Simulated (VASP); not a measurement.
OSZICAR of a VASP run on As (a7):

**OSZICAR**
```
       N       E                     dE             d eps       ncg     rms          rms(c)
DAV:   1     0.259876626811E+02    0.25988E+02   -0.36765E+03  2096   0.740E+02
DAV:   2    -0.825713499878E+01   -0.34245E+02   -0.33343E+02  3174   0.113E+02
DAV:   3    -0.934987889463E+01   -0.10927E+01   -0.10905E+01  2424   0.240E+01
DAV:   4    -0.935524462824E+01   -0.53657E-02   -0.53648E-02  2558   0.183E+00
DAV:   5    -0.935525784742E+01   -0.13219E-04   -0.13219E-04  2161   0.868E-02    0.304E+00
DAV:   6    -0.934815246638E+01    0.71054E-02   -0.47217E-03  2262   0.565E-01    0.183E+00
DAV:   7    -0.934456797608E+01    0.35845E-02   -0.10591E-02  2222   0.866E-01    0.923E-02
DAV:   8    -0.934469834477E+01   -0.13037E-03   -0.40321E-04  1091   0.150E-01
   1 F= -.93446983E+01 E0= -.93446169E+01  d E =-.244319E-03
```

Question: Which electronic solver shows in the log?

Answer: It is blocked Davidson (ALGO = Normal, or the opening steps of other solvers). The INCAR had ALGO = Normal.

Question: Can the final energy be trusted as converged?

Answer: The calculation finished and met its thresholds. It stopped with EDIFF = 1E-3, NELM = 100 (PBE GGA, plane waves, VASP's PBE PAW potentials (set 64)).

The compound is As in the a7 structure. The cell was not relaxed at this level. The run is one of a series of settings (EDIFF = 1E-3 against the base run), some of them coarse on purpose.
